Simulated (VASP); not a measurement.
Here is the system:

```xyz
5
Lattice="4.0662 0.0000 0.0000 0.0000 4.0662 0.0000 0.0000 0.0000 4.0662" Properties=species:S:1:pos:R:3 pbc="T T T"
K      0.0000     0.0000     0.0000
Ta     2.0331     2.0331     2.0331
O      2.0331     0.0000     2.0331
O      0.0000     2.0331     2.0331
O      2.0331     2.0331     0.0000
```

Computed with r2SCAN+rVV10, VASP's PBE PAW potentials (set 64) (plane waves; VASP). Numerical set-up: 520 eV cut-off, 6×6×6 Γ-centred mesh, Gaussian smearing of 0.050 eV, potentials K_sv Ta_pv O.

Problem. Give the stress tensor in GPa (positive for a compressed cell).

Solution. 
```
-10.95    0.00    0.00
  0.00  -10.95    0.00
  0.00    0.00  -10.95
```
The pressure is its mean diagonal, -10.95 GPa.

The compound is KTaO3 in the cubic perovskite structure. This cell is one point of a volume scan, at 1.06 of the reference volume.
